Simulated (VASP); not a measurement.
Method: PBE GGA, VASP's PBE PAW potentials (set 64) (plane waves; VASP).

VASP ran on this input.

### POSCAR
```
CdTe
1
   -0.0000000000     3.3105357441     3.3105357441
    3.3105357441    -0.0000000000     3.3105357441
    3.3105357441     3.3105357441    -0.0000000000
Cd Te
1 1
Direct
  0.0000000000   0.0000000000   0.0000000000
  0.7500000000   0.7500000000   0.7500000000
```

### KPOINTS
```
Regular mesh
0
G
 6 6 6
0 0 0
```

**INCAR**
```
LWAVE = F
SIGMA = 0.05
IBRION = 2
GGA = PE   ! PBE
SYSTEM = CdTe
EDIFFG = -0.01   ! ionic stop
NELM = 100   ! most electronic steps
NSW = 60   ! most ionic steps
LMAXMIX = 4   ! l cut-off of mixed one-centre charges
LREAL = F   ! projection in real space or not
ALGO = Normal   ! blocked Davidson
ISMEAR = 0
ENCUT = 480   ! plane-wave cut-off (eV)
ISIF = 3
LCHARG = F
PREC = Accurate
LASPH = T   ! aspherical one-centre terms
EDIFF = 1E-6   ! SCF stop (eV)
```

POTCAR, in this order: Cd Te (PBE.64 set). Program: vasp_std.

What VASP printed:

### OUTCAR
```
 ion  position               nearest neighbor table
   1  0.000  0.000  0.000-   2 2.87   2 2.87   2 2.87   2 2.87
   2  0.750  0.750  0.750-   1 2.87   1 2.87   1 2.87   1 2.87
  LATTYP: Found a face centered cubic cell.
 ALAT       =     6.6210714882
 Subroutine PRICEL returns:
 Original cell was already a primitive cell.
 Subroutine GETGRP returns: Found 24 space group operations
The static configuration has the point symmetry T_d .
The dynamic configuration has the point symmetry T_d .
 Subroutine INISYM returns: Found 24 space group operations
 Subroutine IBZKPT returns following result:
 Found     16 irreducible k-points:

 Following reciprocal coordinates:
            Coordinates               Weight
  0.000000  0.000000  0.000000      1.000000
  0.166667  0.000000  0.000000      8.000000
  0.333333  0.000000  0.000000      8.000000
  0.500000  0.000000  0.000000      4.000000
  0.166667  0.166667  0.000000      6.000000
  0.333333  0.166667  0.000000     24.000000
  0.500000  0.166667  0.000000     24.000000
 -0.333333  0.166667  0.000000     24.000000
 -0.166667  0.166667  0.000000     12.000000
  0.333333  0.333333  0.000000      6.000000
  0.500000  0.333333  0.000000     24.000000
 -0.333333  0.333333  0.000000     12.000000
  0.500000  0.500000  0.000000      3.000000
  0.500000  0.333333  0.166667     24.000000
 -0.333333  0.333333  0.166667     24.000000
 -0.333333  0.500000  0.166667     12.000000
   k-points           NKPTS =     16   k-points in BZ     NKDIM =     16   number of bands    NBANDS=     13
   number of dos      NEDOS =    301   number of ions     NIONS =      2
   total plane-waves  NPLWV =  46656
   dimension x,y,z NGX =    36 NGY =   36 NGZ =   36
   dimension x,y,z NGXF=    72 NGYF=   72 NGZF=   72
   ions per type =               1   1
   PREC   = accura    normal or accurate (medium, high low for compatibility)
   ISTART =      0    job   : 0-new  1-cont  2-samecut
...
```

File OSZICAR:
```
       N       E                     dE             d eps       ncg     rms          rms(c)
DAV:   1     0.993636583787E+02    0.99364E+02   -0.79856E+03   416   0.112E+03
DAV:   2    -0.998172437203E+00   -0.10036E+03   -0.96612E+02   481   0.266E+02
DAV:   3    -0.500426718637E+01   -0.40061E+01   -0.39995E+01   511   0.566E+01
DAV:   4    -0.504350026860E+01   -0.39233E-01   -0.39228E-01   584   0.495E+00
DAV:   5    -0.504361100512E+01   -0.11074E-03   -0.11074E-03   491   0.245E-01    0.510E+00
DAV:   6    -0.482065347519E+01    0.22296E+00   -0.46978E-01   466   0.859E+00    0.421E+00
DAV:   7    -0.480562891100E+01    0.15025E-01   -0.11620E-01   466   0.246E+00    0.167E+00
DAV:   8    -0.480649579619E+01   -0.86689E-03   -0.99181E-03   436   0.136E+00    0.478E-01
DAV:   9    -0.480685215229E+01   -0.35636E-03   -0.10038E-03   471   0.357E-01    0.102E-01
DAV:  10    -0.480692169988E+01   -0.69548E-04   -0.12602E-04   451   0.117E-01    0.515E-02
DAV:  11    -0.480696771985E+01   -0.46020E-04   -0.87915E-05   434   0.636E-02    0.347E-02
DAV:  12    -0.480696656874E+01    0.11511E-05   -0.34172E-06   486   0.160E-02    0.196E-02
DAV:  13    -0.480696643420E+01    0.13454E-06   -0.63403E-07   323   0.445E-03
   1 F= -.48069664E+01 E0= -.48069664E+01  d E =-.480697E+01
       N       E                     dE             d eps       ncg     rms          rms(c)
DAV:   1    -0.480749449418E+01   -0.52793E-03   -0.10765E-02   461   0.134E+00    0.169E-01
DAV:   2    -0.480704222285E+01    0.45227E-03   -0.12328E-03   451   0.544E-01    0.557E-02
DAV:   3    -0.480699241216E+01    0.49811E-04   -0.12041E-04   436   0.118E-01    0.472E-02
DAV:   4    -0.480698216336E+01    0.10249E-04   -0.12515E-05   461   0.281E-02    0.882E-03
DAV:   5    -0.480698115402E+01    0.10093E-05   -0.13740E-06   223   0.157E-02    0.542E-03
DAV:   6    -0.480698080711E+01    0.34691E-06   -0.52014E-07   213   0.743E-03
   2 F= -.48069808E+01 E0= -.48069808E+01  d E =-.143729E-04
```

### OUTCAR
```
------------------------ aborting loop because EDIFF is reached ----------------------------------------
  FORCE on cell =-STRESS in cart. coord.  units (eV):
  Direction    XX          YY          ZZ          XY          YZ          ZX
  --------------------------------------------------------------------------------------
  Total       -0.0014768     -0.0014768     -0.0014768      0.0000000      0.0000000      0.0000000
  in kB       -0.0325494     -0.0325494     -0.0325494      0.0000000      0.0000000      0.0000000
  external PRESSURE =      -0.0325494 kB  Pullay stress =       0.0000000 kB
  volume of cell :       72.69
      direct lattice vectors                 reciprocal lattice vectors
     0.000000000  3.312473134  3.312473134    -0.150944620  0.150944620  0.150944620
     3.312473134  0.000000000  3.312473134     0.150944620 -0.150944620  0.150944620
     3.312473134  3.312473134  0.000000000     0.150944620  0.150944620 -0.150944620
  FREE ENERGIE OF THE ION-ELECTRON SYSTEM (eV)
  ---------------------------------------------------
  free  energy   TOTEN  =        -4.8069808071 eV

  energy  without entropy=       -4.8069808071  energy(sigma->0) =       -4.80698081

 reached required accuracy - stopping structural energy minimisation
```
(Selected blocks of OUTCAR.)

File CONTCAR:
```
CdTe
   1.00000000000000
     0.0000000000000000    3.3124731336318867    3.3124731336318867
     3.3124731336318867    0.0000000000000000    3.3124731336318867
     3.3124731336318867    3.3124731336318867    0.0000000000000000
  Cd              Te
     1     1
Direct
     0.0000000000000000    0.0000000000000000    0.0000000000000000
     0.7500000000000000    0.7500000000000000    0.7500000000000000
```

The compound is CdTe in the zinc blende structure. This run relaxes it. Symmetry was kept, so distortions that lower it aren't found. The start is the result of an earlier pass.
